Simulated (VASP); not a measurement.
The system is Ir.

```
Ir
1.0
     0.00000    1.91560    1.91560
     1.91560    0.00000    1.91560
     1.91560    1.91560    0.00000
Ir
1
Cartesian
  0.0000 0.0000 0.0000
```

```yaml
Program: VASP 6.6.1
Task: relaxation of cell and atoms
Functional: PBE
Potentials_or_basis: VASP PAW PBE potentials, release 64 (Ir)
Cutoff: 520 eV
k_mesh: 19 × 19 × 19
Occupations: gaussian, width 0.1 eV
Spin: no spin polarisation
```

At the start: pressure 12.4 GPa; volume 14.06 Å³/atom.

**Question.** Where does the relaxation end?

**Answer.** Over 4 steps the energy falls by 17.4 meV/atom and the volume is 14.53 Å³/atom (+3.3 %); space group Fm-3m (No. 225, to 0.05 Å).

The path:
```
step  energy change (eV)  largest force (eV/Å)  pressure (GPa)  volume (Å³)
   1              0.0000                0.0000           12.39        14.06
   2              0.1858                0.0000          -30.76        16.39
   3             -0.0173                0.0000           -0.61        14.55
   4             -0.0174                0.0000           -0.07        14.53
```

Final structure:
```
Ir
1.0
     0.00000    1.93663    1.93663
     1.93663    0.00000    1.93663
     1.93663    1.93663    0.00000
Ir
1
Direct
  0.00000 0.00000 0.00000
```
